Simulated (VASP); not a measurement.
```
CELL_PARAMETERS angstrom
      3.25114    -5.63114     0.00000
      3.25114     5.63114     0.00000
      0.00000     0.00000     4.99080
ATOMIC_POSITIONS crystal
  Se 0.00000 0.15074 0.66667
  Se 0.84926 0.84926 0.00000
  Se 0.15074 0.00000 0.33333
```

Calculation: RPBE GGA, VASP's PBE PAW potentials (set 64) (plane waves; VASP). Settings: 520 eV cut-off, 5×5×5 Γ-centred mesh, tetrahedra with Blöchl corrections, potentials Se.

Without a dispersion term in the relaxation, distances and binding between the weakly bound layers, chains or molecules are unreliable, and so is what depends on them.

Question: Estimate the energy per atom (σ→0).

Answer: 
- energy per atom (σ→0) = -3279 meV/atom

Only differences to runs with the same potentials and settings are physical.

The compound is Se in the trig structure. It was relaxed first, which changed the volume by +123 %.
